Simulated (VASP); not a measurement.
Level of theory: PBE GGA with D4 dispersion, VASP's PBE PAW potentials (set 64) (plane waves; VASP).

VASP ran on this input.

### KPOINTS
```
Automatic mesh
0
Gamma
7 7 4
0 0 0
```

### INCAR
```
SYSTEM = SnSe2
PREC = Accurate
ENCUT = 520
EDIFF = 1E-7
NELM = 100
ALGO = Normal
LREAL = .FALSE.
LASPH = .TRUE.
ISMEAR = 0
SIGMA = 0.05
GGA = PE
IVDW = 13
LMAXMIX = 4
LWAVE = .FALSE.
LCHARG = .FALSE.
ISIF = 4
IBRION = 2
NSW = 30
EDIFFG = -0.01
```

File POSCAR:
```
SnSe2
1
    1.8810088304    -3.2580030757     0.0000000000
    1.8810088304     3.2580030757     0.0000000000
    0.0000000000     0.0000000000     5.8901666387
Sn Se
1 2
Direct
  0.0000000000   0.0000000000   0.0000000000
  0.3333330000   0.6666670000   0.2648861837
  0.6666670000   0.3333330000   0.7351138163
```

POTCAR, in this order: Sn_d Se (PBE.64 set). Program: vasp_std.

Output of the run:

### OSZICAR
```
       N       E                     dE             d eps       ncg     rms          rms(c)
DAV:   1     0.197619467862E+03    0.19762E+03   -0.12703E+04   960   0.179E+03
DAV:   2     0.968857350457E+01   -0.18793E+03   -0.18475E+03  1017   0.410E+02
DAV:   3    -0.111999828342E+02   -0.20889E+02   -0.20167E+02  1230   0.122E+02
DAV:   4    -0.119032561083E+02   -0.70327E+00   -0.70140E+00  1119   0.225E+01
DAV:   5    -0.119200292593E+02   -0.16773E-01   -0.16772E-01  1507   0.358E+00    0.539E+00
DAV:   6    -0.116830675617E+02    0.23696E+00   -0.56772E-01  1374   0.865E+00    0.350E+00
DAV:   7    -0.116630909588E+02    0.19977E-01   -0.16791E-01  1217   0.300E+00    0.101E+00
DAV:   8    -0.116629634235E+02    0.12754E-03   -0.12859E-02  1188   0.124E+00    0.289E-01
DAV:   9    -0.116633972141E+02   -0.43379E-03   -0.15131E-03  1050   0.308E-01    0.831E-02
DAV:  10    -0.116634005030E+02   -0.32889E-05   -0.12414E-04  1399   0.917E-02    0.315E-02
DAV:  11    -0.116634285102E+02   -0.28007E-04   -0.47947E-05  1023   0.426E-02    0.743E-03
DAV:  12    -0.116634289252E+02   -0.41494E-06   -0.19117E-06  1364   0.129E-02    0.572E-03
DAV:  13    -0.116634292813E+02   -0.35615E-06   -0.17873E-06  1039   0.875E-03    0.174E-03
DAV:  14    -0.116634293399E+02   -0.58620E-07   -0.43458E-08   955   0.140E-03
   1 F= -.12933755E+02 E0= -.12933755E+02  d E =-.129338E+02
       N       E                     dE             d eps       ncg     rms          rms(c)
DAV:   1    -0.116791776718E+02   -0.15748E-01   -0.12609E+00   952   0.520E+00    0.325E-01
DAV:   2    -0.116844310950E+02   -0.52534E-02   -0.62534E-02  1253   0.129E+00    0.109E-01
DAV:   3    -0.116843067817E+02    0.12431E-03   -0.65243E-04  1067   0.185E-01    0.752E-02
DAV:   4    -0.116842701674E+02    0.36614E-04   -0.14635E-04  1223   0.705E-02    0.326E-02
DAV:   5    -0.116842626668E+02    0.75005E-05   -0.24853E-05  1149   0.315E-02    0.953E-03
DAV:   6    -0.116842624462E+02    0.22066E-06   -0.13557E-06  1176   0.900E-03    0.360E-03
DAV:   7    -0.116842625499E+02   -0.10369E-06   -0.36181E-07   959   0.401E-03    0.792E-04
DAV:   8    -0.116842626315E+02   -0.81633E-07   -0.80464E-08   582   0.243E-03
   2 F= -.12955195E+02 E0= -.12955195E+02  d E =-.214395E-01
       N       E                     dE             d eps       ncg     rms          rms(c)
DAV:   1    -0.116855302011E+02   -0.12677E-02   -0.96693E-01   952   0.454E+00    0.285E-01
DAV:   2    -0.116895330245E+02   -0.40028E-02   -0.47391E-02  1270   0.112E+00    0.897E-02
DAV:   3    -0.116894341959E+02    0.98829E-04   -0.48529E-04  1051   0.157E-01    0.613E-02
DAV:   4    -0.116894076820E+02    0.26514E-04   -0.10794E-04  1235   0.596E-02    0.270E-02
DAV:   5    -0.116894014199E+02    0.62621E-05   -0.17960E-05  1137   0.270E-02    0.796E-03
DAV:   6    -0.116894011458E+02    0.27411E-06   -0.10298E-06  1151   0.775E-03    0.296E-03
DAV:   7    -0.116894012169E+02   -0.71046E-07   -0.24134E-07   776   0.335E-03
   3 F= -.12960798E+02 E0= -.12960798E+02  d E =-.270432E-01
       N       E                     dE             d eps       ncg     rms          rms(c)
DAV:   1    -0.117114136581E+02   -0.22013E-01   -0.10057E+00   960   0.710E+00    0.776E-01
DAV:   2    -0.117013035580E+02    0.10110E-01   -0.62227E-02  1092   0.240E+00    0.448E-01
DAV:   3    -0.116962899038E+02    0.50137E-02   -0.92395E-03  1227   0.925E-01    0.178E-01
DAV:   4    -0.116957727917E+02    0.51711E-03   -0.16155E-03  1211   0.511E-01    0.511E-02
DAV:   5    -0.116957573246E+02    0.15467E-04   -0.22824E-04  1440   0.159E-01    0.192E-02
DAV:   6    -0.116957583119E+02   -0.98726E-06   -0.30632E-05  1052   0.573E-02    0.597E-03
DAV:   7    -0.116957586071E+02   -0.29521E-06   -0.23280E-06  1178   0.213E-02    0.219E-03
DAV:   8    -0.116957587021E+02   -0.95054E-07   -0.34540E-07   970   0.731E-03
   4 F= -.12967588E+02 E0= -.12967588E+02  d E =-.678962E-02
       N       E                     dE             d eps       ncg     rms          rms(c)
DAV:   1    -0.117244661023E+02   -0.28707E-01   -0.16858E+00   959   0.918E+00    0.100E+00
DAV:   2    -0.117080378666E+02    0.16428E-01   -0.10378E-01  1100   0.307E+00    0.582E-01
DAV:   3    -0.116995996777E+02    0.84382E-02   -0.15342E-02  1195   0.109E+00    0.227E-01
DAV:   4    -0.116987647466E+02    0.83493E-03   -0.25828E-03  1114   0.623E-01    0.666E-02
DAV:   5    -0.116987395599E+02    0.25187E-04   -0.36735E-04  1445   0.202E-01    0.261E-02
DAV:   6    -0.116987411742E+02   -0.16143E-05   -0.48605E-05  1040   0.715E-02    0.776E-03
DAV:   7    -0.116987416499E+02   -0.47562E-06   -0.37789E-06  1147   0.265E-02    0.287E-03
DAV:   8    -0.116987417683E+02   -0.11845E-06   -0.58038E-07  1116   0.919E-03    0.149E-03
DAV:   9    -0.116987417979E+02   -0.29564E-07   -0.85692E-08   663   0.304E-03
   5 F= -.12971132E+02 E0= -.12971132E+02  d E =-.103338E-01
```

### OUTCAR
```
------------------------ aborting loop because EDIFF is reached ----------------------------------------
  Edisp (eV):   -1.27239
  FORCE on cell =-STRESS in cart. coord.  units (eV):
  Direction    XX          YY          ZZ          XY          YZ          ZX
  --------------------------------------------------------------------------------------
  Total       1.07479     1.07479     1.03151     0.00000    -0.00000     0.00000
  in kB      23.85244    23.85245    22.89195     0.00000    -0.00000     0.00000
  external pressure =       23.53 kB  Pullay stress =        0.00 kB
  volume of cell :       72.19
      direct lattice vectors                 reciprocal lattice vectors
     1.903034401 -3.296152557  0.000000000     0.262738288 -0.151692008  0.000000000
     1.903034401  3.296152557 -0.000000000     0.262738288  0.151692008  0.000000000
    -0.000000000  0.000000000  5.754610882     0.000000000  0.000000000  0.173773696
 POSITION                                       TOTAL-FORCE (eV/Angst)
 -----------------------------------------------------------------------------------
     -0.00000     -0.00000      5.75461        -0.000000     -0.000000      0.000000
      1.90303      1.09872      1.59168        -0.000000     -0.000000      0.009356
      1.90303     -1.09872      4.16293         0.000000      0.000000     -0.009356
 -----------------------------------------------------------------------------------
    total drift:                               -0.000000      0.000000      0.000000
  FREE ENERGIE OF THE ION-ELECTRON SYSTEM (eV)
  ---------------------------------------------------
  free  energy   TOTEN  =       -12.9711321245 eV

  energy  without entropy=      -12.9711320935  energy(sigma->0) =      -12.97113211

 reached required accuracy - stopping structural energy minimisation
```
(Selected blocks of OUTCAR.)

CONTCAR:
```
SnSe2
   1.00000000000000
     1.9030344012378189   -3.2961525572545476    0.0000000000000000
     1.9030344012378189    3.2961525572545476   -0.0000000000000000
    -0.0000000000000000    0.0000000000000000    5.7546108823450197
  Sn              Se
     1     2
Direct
     0.0000000000000000    0.0000000000000000    1.0000000000000000
     0.3333330000000032    0.6666669999999968    0.2765925848767428
     0.6666669999999968    0.3333330000000032    0.7234074151232573
```

The compound is SnSe2 in the 1T layered structure. This cell is one point of a volume scan, at 0.94 of the reference volume. Symmetry was kept, so distortions that lower it aren't found.
